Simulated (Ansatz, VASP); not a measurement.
**Cross-check of SiO2 between VASP and Ansatz**

Aim: how closely do two programs agree when they are given the same cell, functional and k mesh? The cell is taken from a series of runs on this material, whose earlier steps may have relaxed, scaled, displaced or heated it; both programs get it as it stands.

Calculated with Ansatz 0.2.0; plane waves, with VASP 6.6.1 beside it; single point at r2SCAN.

### 1. Starting point

It takes space group I-42d (No. 122, tetragonal). The conventional cell has a = 4.748 Å, b = 4.748 Å, c = 7.488 Å, α = 90.00°, β = 90.00°, γ = 90.00°. Nearest to Si lie 4 O at 1.62 Å. Nearest to O lie 2 Si at 1.62 Å. Farther neighbours and most contacts between anions are not listed.

### 2. Ansatz: single point, r2SCAN

Ansatz runs on its PAW soft_1 files.

With cell and atoms fixed, the geometry can't cause a difference; cores, projectors, grids and the points listed under the comparison can.

input.yaml

```yaml
crystal:
  lattice:
    - [-2.37405, 2.37405, 3.744]
    - [2.37405, -2.37405, 3.744]
    - [2.37405, 2.37405, -3.744]
  atoms:
    - { symbol: Si, position: [0.0, 0.0, 0.0] }
    - { symbol: Si, position: [0.75, 0.25, 0.5] }
    - { symbol: O, position: [0.99838, 0.625, 0.87338] }
    - { symbol: O, position: [0.375, 0.24838, 0.37338] }
    - { symbol: O, position: [0.75162, 0.125, 0.12662] }
    - { symbol: O, position: [0.875, 0.00162, 0.62662] }
kpoints:
  mp_grid: { grid: [8, 8, 8] }
  band_path:
    path:
      - [0.0, 0.0, 0.0]
      - [0.0, 0.0, 0.5]
      - [0.25, 0.25, 0.25]
      - [0.0, 0.5, 0.0]
      - [0.5, 0.5, -0.5]
      - [0.35051897, 0.64948103, -0.35051897]
      - [-0.35051897, 0.35051897, 0.35051897]
      - [-0.20103795, 0.20103795, 0.5]
    npoints: 1
hamiltonian:
  xc: r2scan
  pseudopotentials: { kind: paw, azcp: { folder: soft_1 } }
scf:
  occupations: { method: fixed }
  n_extra_bands: 6
output:
  eigenvalues: true
  forces: true
  stress: true
```

Started as:

```console
$ ansatz run input.yaml --threads 3 --pin off --max-ram 92160MiB --backend cuda --events-out ev --progress --plain --runs-dir out --devices 1 --max-vram 13GiB
```

Numbers of over 12 decimals in the logs are rounded to 6 here.

What it wrote:

```text
scf.n_extra_bands = 6 over 16 filled bands (N_el = 32.0): the run solves 22 bands
GPUs: using 1 of 1 available (devices: 1).
Engine: ansatz 0.2.0, x86_64-unknown-linux-gnu
Pseudopotentials: kind: paw
Pseudopotential: Si, paw, valence charge 4, recommended cutoff 500 eV (meta_gga), soft_1/Si.paw.azcp
Pseudopotential: O, paw, valence charge 6, recommended cutoff 500 eV (meta_gga), soft_1/O.paw.azcp
Functional definition: r2SCAN
  parameter k0 = 0.174
  parameter k1 = 0.065
  parameter a1 = 4.9479
  exchange = r2scan_x(k0 = k0, k1 = k1, a1 = a1)
  correlation = r2scan_c
device memory: the entry about to start is reckoned to put 3.6 GiB on a device that reports 51.2 GiB free (of which the cap on the GPU budget leaves the run 13.0 GiB)
GPU FFT provider: cuFFT
GPU libraries: cuBLAS 13.8.2, cuFFT 12.4.0, cuSOLVER 12.3.4
Crystal: 6 atoms, lattice volume = 84.406 Å³
Basis set: ecut = 500 eV, 2141 PW (Γ), exchange–correlation on 160×160×160 points (64 copies of the dense FFT grid, shifted against one another)
Bands: 22, of which v1, the nominal top of the filled ones, is band 16 counted from 1 (15 counted from 0)
Symmetry: 8 space group operations
Space group: I-42d (ITA 122), of the structure as read, at distance tolerance 4.4e-5 Å
k-points: 59 of 512 (time reversal used)
Non-local potential: Si, projectors of the file, l = 0: 2, l = 1: 2, l = 2: 1
Non-local potential: O, projectors of the file, l = 0: 2, l = 1: 2, l = 2: 1
PAW form: soft (Blöchl's): semilocal exchange-correlation on the pseudo side does not see the compensation charge
PAW frozen core: Si, regenerated for the run's functional (the file was generated under x = pbe(κ = 0.804, μ = 0.219515), c = pbe(β = 0.066725))
PAW frozen core: O, regenerated for the run's functional (the file was generated under x = pbe(κ = 0.804, μ = 0.219515), c = pbe(β = 0.066725))
PAW one-centre angular grid: Si, 302 points (default); XC on 160 Gauss nodes
PAW one-centre angular grid: O, 302 points (default); XC on 160 Gauss nodes
Initial density: superposition of atomic densities (chi_scale 0.1, normalization cell, long waves kept (reshape's long-wave potential 0.00 eV rms))
Initial wavefunctions: pseudopotential atomic-orbital guess
GPU buffer pool allocated for 64000 grid points (all kernels)
GPU transforms: local potential and band sums: pruned to the plane-wave sphere, on 40×40×40
Functional: x = r2scan, c = r2scan; τ floored in thin density (d = 2e-4 eV/Å³)
SCF iter   1: F=—  HF=-3562.487080 eV  |F-HF|=—  |Δ(HF+E_count)|=         —  Δρ=1.22e-1  dr2=1.16e1  dr2_τ=1.34e0  ethr=3.10e-3  ⟨swp⟩=5.0  Hψ=6445  notcnv=0  defer=181
preconditioner: auto → none  [insulator: Δε(μ)=7.919 eV  Ē_g=19.018 eV  n_scr=14 (ndim 8)  ℏωp=22.9 eV  f_vac=0.102  ε∞_Penn≈2.4]
SCF iter   2: F=—  HF=-3560.089565 eV  |F-HF|=—  |Δ(HF+E_count)|=    2.40e0  Δρ=5.65e-2  dr2=9.83e-1  dr2_τ=3.98e-1  ethr=3.10e-3  ⟨swp⟩=3.8  Hψ=3819  notcnv=0  defer=163
SCF iter   3: F=—  HF=-3560.062248 eV  |F-HF|=—  |Δ(HF+E_count)|=   2.73e-2  Δρ=2.06e-2  dr2=1.59e-1  dr2_τ=1.46e-2  ethr=3.07e-3  ⟨swp⟩=2.9  Hψ=2758  notcnv=0  defer=176
SCF iter   4: F=—  HF=-3560.117525 eV  |F-HF|=—  |Δ(HF+E_count)|=   5.53e-2  Δρ=2.28e-3  dr2=1.64e-3  dr2_τ=2.97e-4  ethr=4.96e-4  ⟨swp⟩=3.0  Hψ=2243  notcnv=0  defer=232
SCF iter   5: F=—  HF=-3560.118601 eV  |F-HF|=—  |Δ(HF+E_count)|=   1.08e-3  Δρ=2.64e-4  dr2=2.06e-5  dr2_τ=4.83e-6  ethr=5.14e-6  ⟨swp⟩=3.2  Hψ=1988  notcnv=0  defer=236
SCF iter   6: F=—  HF=-3560.118634 eV  |F-HF|=—  |Δ(HF+E_count)|=   3.26e-5  Δρ=5.33e-5  dr2=1.96e-6  dr2_τ=5.04e-8  ethr=6.45e-8  ⟨swp⟩=2.6  Hψ=2332  notcnv=0  defer=236
SCF iter   7: F=—  HF=-3560.118635 eV  |F-HF|=—  |Δ(HF+E_count)|=   4.28e-7  Δρ=1.23e-5  dr2=1.10e-7  dr2_τ=2.49e-9  ethr=6.13e-9  ⟨swp⟩=2.6  Hψ=2269  notcnv=0  defer=236
SCF iter   8: F=-3560.118635 eV  HF=-3560.118635 eV  |F-HF|=5.66e-10  |Δ(HF+E_count)|=   1.64e-8  Δρ=1.35e-6  dr2=8.57e-10  dr2_τ=1.08e-10  ethr=3.13e-10  ⟨swp⟩=14.1  Hψ=8726  notcnv=0
SCF 1 converged in 8 iterations: F = -3560.118635 eV  dr2 = 8.57e-10
  greatest PAW one-centre occupation: 0.869 electrons in one spin orbital (limit 2), on the O atom at site 5 (counted from 0), in its partial waves of l = 0
device memory: the entry about to start is reckoned to put 2.1 GiB on a device that reports 55.2 GiB free (of which the cap on the GPU budget leaves the run 13.0 GiB)
NSCF: frozen V_eff on 8 k-points
SCF converged after 8 iterations
Free energy (F): -3560.118635 eV
Harris-Foulkes:  -3560.118635 eV  (|F-HF|=5.66e-10)
Internal energy: -3560.118635 eV  (E = F + TS)
E sigma→0 (E₀):  -3560.118635 eV
Fermi energy:    0.679048 eV
--- Per-component energies (eV) ---
  E_band       = -195.656829
  E_kinetic    = 782.169335
  E_local      = -2185.859516  (includes V_loc(G=0)·N_el)
  E_nonlocal   = 248.897987
  E_hartree    = 816.825085
  E_xc         = -393.226686
  E_vxc        = -518.528320  (∫ρ·V_xc dr)
  E_paw        = -1699.945034  (= ΣΔE_a)
  E_vpaw       = -188.641769  (= ΣTr[D̂ρ^β])
  E_aug_tail   = 0.001108  (compensation charges beyond the density's cutoff)
  E_vtau       = 32.653036  (kinetic-family band-sum trace: ∫τ·v_τ [+ j·A + Jᵃ·Aᵃ] dr)
  E_ewald      = -1128.700283
  E_core_change = -0.280631  (= ΣΔE_core)
  E_smearing   = -0.000000  (= −TS)
  E_closure    = 0.000000  (closes the sum)
  Σ components = -3560.118635   (vs F -3560.118635, Δ=0.00e0)
--- Forces (eV/Å), atoms counted from 1 ---
  atom   1  Si     0.00000000    -0.00000000     0.00000000
  atom   2  Si     0.00000000     0.00000000     0.00000000
  atom   3  O     -0.00000000    -0.18941703    -0.00000000
  atom   4  O     -0.18941703    -0.00000000     0.00000000
  atom   5  O     -0.00000000     0.18941703     0.00000000
  atom   6  O      0.18941703     0.00000000    -0.00000000
  max |Σ_I F_I| component: 2.39e-18 eV/Å
--- Stress (GPa, compression-positive) ---
       -0.606024      -0.000000       0.000000
       -0.000000      -0.606024       0.000000
        0.000000       0.000000      -2.649066
  P = ⅓ Tr σ = -1.2870 GPa (-12.870 kbar)
--- Band table (eV; the first three rows and the last of 59) ---
  k-point 0: bands = [... 12 lower, -0.6459, -0.3750, 0.6790, 0.6790, 7.3789, 10.2208, 13.0175, 13.0175, ... 2 higher]
  k-point 1: bands = [... 12 lower, -0.6660, -0.2592, 0.6484, 0.6519, 7.7565, 10.4794, 12.3981, 12.9220, ... 2 higher]
  k-point 2: bands = [... 12 lower, -0.5936, -0.0823, 0.5776, 0.5783, 8.7199, 11.1343, 11.8324, 12.3761, ... 2 higher]
  k-point 58: bands = [... 12 lower, -0.8473, -0.8473, 0.5725, 0.5725, 10.4593, 10.4593, 11.2491, 11.2491, ... 2 higher]
```

In the SCF lines HF is the Harris–Foulkes energy and dr2 the Hartree energy of the density residual, in eV; the loop may stop once dr2 is under the threshold and the program's other checks hold. Hψ counts applications of the Hamiltonian.

### 3. VASP: single point, r2SCAN

The same cell, functional and mesh now go to VASP, with its own data sets.

Lines of VASP's logs that name or quote its potential files are left out, and so is its time.

INCAR

```
SYSTEM = SiO2
PREC = Accurate
ENCUT = 660
EDIFF = 1E-06
NELM = 120
ISMEAR = 0
SIGMA = 0.01
LREAL = .FALSE.
ALGO = Normal
METAGGA = R2SCAN
LASPH = .TRUE.
NBANDS = 22
LORBIT = 11
LWAVE = .FALSE.
LCHARG = .FALSE.
ISIF = 2
GGA_COMPAT = .FALSE.
EFERMI = MIDGAP
LMIXTAU = .TRUE.
KPAR = 2
```

POSCAR

```
SiO2
1.0
   -2.3740500000      2.3740500000      3.7440000000
    2.3740500000     -2.3740500000      3.7440000000
    2.3740500000      2.3740500000     -3.7440000000
Si O
2 4
Direct
    1.0000000000      1.0000000000      0.0000000000
    0.7500000000      0.2500000000      0.5000000000
    0.9983800000      0.6250000000      0.8733800000
    0.3750000000      0.2483800000      0.3733800000
    0.7516200000      0.1250000000      0.1266200000
    0.8750000000      0.0016200000      0.6266200000
```

KPOINTS

```
Automatic mesh
0
Gamma
8 8 8
0 0 0
```

PAW data sets: Si and O (PBE family, release 64).

Started as:

```console
$ mpirun -np 2 vasp_std
```

What it wrote:

```text
[banner, memory and clock lines left out]
running    2 mpi-ranks, on    1 nodes
 distrk:  each k-point on    1 cores,    2 groups
 distr:  one band on    1 cores,    1 groups

 POSCAR found type information on POSCAR SiO
 POSCAR found :  2 types and       6 ions
|                                                                             |
|               ----> ADVICE to this user running VASP <----                  |
|                                                                             |
|     You enforced a specific xc type in the INCAR file but a different       |
|     [... a line on the potential file left out ...]
|     I HOPE YOU KNOW WHAT YOU ARE DOING!                                     |
|                                                                             |

 LDA part: xc-table for (None), standard interpolation
 POSCAR, INCAR and KPOINTS ok, starting setup
 FFT: planning ... GRIDC
 FFT: planning ... GRID_SOFT
 FFT: planning ... GRID
 WAVECAR not read
 entering main loop
       N       E                     dE             d eps       ncg     rms          rms(c)
DAV:   1     0.196693295959E+03    0.19669E+03   -0.18958E+04  2596   0.160E+03
DAV:   2    -0.610080975565E+02   -0.25770E+03   -0.24621E+03  3568   0.331E+02
DAV:   3    -0.752486044949E+02   -0.14241E+02   -0.14190E+02  3280   0.825E+01
DAV:   4    -0.753973853390E+02   -0.14878E+00   -0.14868E+00  3226   0.942E+00
DAV:   5    -0.753994415664E+02   -0.20562E-02   -0.20559E-02  3244   0.111E+00    0.208E+01
DAV:   6    -0.617921260389E+02    0.13607E+02   -0.14361E+01  3178   0.232E+01    0.120E+01
DAV:   7    -0.586628759220E+02    0.31293E+01   -0.15130E+00  3112   0.111E+01    0.405E+00
DAV:   8    -0.633793911333E+02   -0.47165E+01   -0.14740E+00  2914   0.896E+00    0.233E+00
DAV:   9    -0.587363553046E+02    0.46430E+01   -0.11938E+00  2710   0.736E+00    0.901E-01
DAV:  10    -0.592828947689E+02   -0.54654E+00   -0.19075E-01  2644   0.366E+00    0.510E-01
DAV:  11    -0.594938508573E+02   -0.21096E+00   -0.81535E-02  2830   0.232E+00    0.321E-01
DAV:  12    -0.595334326164E+02   -0.39582E-01   -0.67482E-02  2596   0.307E+00    0.123E-01
DAV:  13    -0.595601083171E+02   -0.26676E-01   -0.17323E-02  2620   0.142E+00    0.897E-02
DAV:  14    -0.595607334664E+02   -0.62515E-03   -0.31095E-03  2764   0.619E-01    0.394E-02
DAV:  15    -0.595619862827E+02   -0.12528E-02   -0.76072E-04  2878   0.350E-01    0.221E-02
DAV:  16    -0.595621819648E+02   -0.19568E-03   -0.17898E-04  3160   0.131E-01    0.125E-02
DAV:  17    -0.595622192680E+02   -0.37303E-04   -0.25526E-05  2794   0.578E-02    0.633E-03
DAV:  18    -0.595622271326E+02   -0.78646E-05   -0.47143E-06  2940   0.265E-02    0.439E-03
DAV:  19    -0.595622275157E+02   -0.38315E-06   -0.94312E-07  1988   0.122E-02
   1 F= -.59562228E+02 E0= -.59562228E+02  d E =0.000000E+00
```

From OUTCAR (step 3):

```text
ion  position               nearest neighbor table
   1  0.000  0.000  0.000-   3 1.62   4 1.62   5 1.62   6 1.62   2 3.02   2 3.02   2 3.02   2 3.02

  LATTYP: Found a body centered tetragonal cell.
 ALAT       =     4.7481000000
 C/A-ratio  =     1.5770518734

 Subroutine GETGRP returns: Found  8 space group operations
 (whereof  4 operations were pure point group operations)

The static configuration has the point symmetry S_4 .
 The point group associated with its full space group is D_2d.

 Found     59 irreducible k-points:

   k-points           NKPTS =     59   k-points in BZ     NKDIM =     59   number of bands    NBANDS=     22

   dimension x,y,z NGX =    42 NGY =   42 NGZ =   42
   dimension x,y,z NGXF=    84 NGYF=   84 NGZF=   84

   ENCUT  =  660.0 eV  48.51 Ry    6.96 a.u.  10.53 10.53 10.53*2*pi/ulx,y,z

   NELECT =      32.0000    total number of electrons

 k-points in reciprocal lattice and weights: Automatic mesh
   0.00000000  0.00000000  0.00000000       0.002
   0.12500000  0.00000000  0.00000000       0.016
   0.25000000  0.00000000  0.00000000       0.016
   0.37500000  0.00000000  0.00000000       0.016
   0.50000000  0.00000000  0.00000000       0.008
   0.12500000  0.12500000  0.00000000       0.016
   0.25000000  0.12500000  0.00000000       0.031
   0.37500000  0.12500000  0.00000000       0.031
   0.50000000  0.12500000  0.00000000       0.031
[...]
-0.37500000 -0.37500000  0.37500000       0.004
   0.50000000  0.50000000  0.50000000       0.002

 average (electrostatic) potential at core
       1 -90.4980       2 -90.4980       3 -77.1734       4 -77.1734       5 -77.1734
       6 -77.1734

 E-fermi :   2.7646

 k-point     1 :       0.0000    0.0000    0.0000
  band No.  band energies     occupation
    ...
     12      -1.9583      2.00000
     13      -1.9310      2.00000
     14      -1.6277      2.00000
     15      -0.5845      2.00000
     16      -0.5845      2.00000
     17       6.1136      0.00000
     18       8.9323      0.00000
     19      11.7375      0.00000
     20      11.7375      0.00000
     21      11.7986      0.00000
    ...

 k-point     2 :       0.1250    0.0000    0.0000
  band No.  band energies     occupation
    ...
     12      -1.9668      2.00000
     13      -1.9273      2.00000
     14      -1.5678      2.00000
     15      -0.6098      2.00000
     16      -0.6062      2.00000
     17       6.3828      0.00000
     18       9.0951      0.00000
     19      11.1548      0.00000
     20      11.4670      0.00000
     21      11.8286      0.00000
    ...

 k-point     3 :       0.2500    0.0000    0.0000
  band No.  band energies     occupation
    ...
     12      -1.9927      2.00000
     13      -1.9144      2.00000
     14      -1.4671      2.00000
     15      -0.6811      2.00000
     16      -0.6701      2.00000
     17       7.0775      0.00000
     18       9.5290      0.00000
     19      10.4911      0.00000
     20      11.1018      0.00000
     21      11.6842      0.00000
    ...

  Total       -0.3925849     -0.3925849     -1.4231526      0.0000000     -0.0000000      0.0000000
  in kB       -7.4519281     -7.4519281    -27.0138517      0.0000000     -0.0000000      0.0000000
  external PRESSURE =     -13.9725693 kB  Pullay stress =       0.0000000 kB

  energy-cutoff  :      660.00
  volume of cell :       84.41
      direct lattice vectors                 reciprocal lattice vectors
    -2.374050000  2.374050000  3.744000000     0.000000000  0.210610560  0.133547009
     2.374050000 -2.374050000  3.744000000     0.210610560  0.000000000  0.133547009
     2.374050000  2.374050000 -3.744000000     0.210610560  0.210610560  0.000000000

 POSITION                                       TOTAL-FORCE (eV/Angst)
 -----------------------------------------------------------------------------------
      0.00000      0.00000      0.00000         0.000000     -0.000000      0.000000
      0.00000      2.37405      1.87200         0.000000     -0.000000     -0.000000
      1.18702      2.95987      2.80800         0.000000     -0.195689      0.000000
      0.58582      1.18702      0.93600        -0.195689     -0.000000      0.000000
     -1.18702      1.78823      2.80800         0.000000      0.195689     -0.000000
     -0.58582      3.56107      0.93600         0.195689      0.000000     -0.000000
 -----------------------------------------------------------------------------------
    total drift:                                0.000001      0.000001      0.000002

  FREE ENERGIE OF THE ION-ELECTRON SYSTEM (eV)
  ---------------------------------------------------
  free  energy   TOTEN  =       -59.5622275157 eV

  energy  without entropy=      -59.5622275157  energy(sigma->0) =      -59.56222752

 total charge
# of ion       s       p       d       tot
------------------------------------------
    1        0.636   0.994   0.000   1.630
    2        0.636   0.994   0.000   1.630
    3        1.553   3.716   0.000   5.269
    4        1.553   3.716   0.000   5.269
    5        1.553   3.716   0.000   5.269
    6        1.553   3.716   0.000   5.269
--------------------------------------------------
tot          7.485  16.852   0.000  24.337

[... 3 further parts left out ...]
```

The run ends at a pressure of -1.40 GPa, with forces up to 0.20 eV/Å.

### 4. Differences

Known differences besides the potentials themselves: VASP keeps PBE cores, Ansatz makes them for the functional; fixed occupations in Ansatz, narrow Gaussian smearing in VASP; the cutoff is 500 eV in Ansatz and 660 eV in VASP. Total energies have different zeros and are not compared.

Compared:

```
              quantity  Ansatz   VASP  difference
        pressure (GPa)   -1.29  -1.40       +0.11
gap on the k mesh (eV)   6.700  6.698      +0.002
```

Forces (eV/Å; atoms numbered as in POSCAR):

```
atom        Ansatz x, y, z          VASP x, y, z
 Si1   0.000, 0.000, 0.000   0.000, 0.000, 0.000
 Si2   0.000, 0.000, 0.000   0.000, 0.000, 0.000
  O3  0.000, -0.189, 0.000  0.000, -0.196, 0.000
  O4  -0.189, 0.000, 0.000  -0.196, 0.000, 0.000
  O5   0.000, 0.189, 0.000   0.000, 0.196, 0.000
  O6   0.189, 0.000, 0.000   0.196, 0.000, 0.000
```

The forces differ by 3.0 meV/Å r.m.s., which is 3.2 % of the r.m.s. force of 0.092 eV/Å (both taken over all components). A gap on the mesh is an upper bound, since the band edges may lie between its points.

### 5. What came out

| Item | Value |
| --- | --- |
| r.m.s. force difference (single point, r2SCAN) | 3.0 meV/Å |

**Reading.** The r.m.s. force difference is 3.0 meV/Å (single point, r2SCAN), within the 12 meV/Å picked in this series as the mark of a large difference. How closely two codes agree says nothing of how well the functional describes the real material.

[Lines on the potential files, build, host, timing and source positions are cut from VASP's logs without a mark.]

[Logs are printed without paths, hosts, clocks, repeated set-up lines and the standing remarks that a program may print on its own settings, such as how far it seeks lower states.]

[Hosts, paths, dates, database ids (printed as entryN), source tags and the programs' standing remarks are cut or masked in the printed files.]
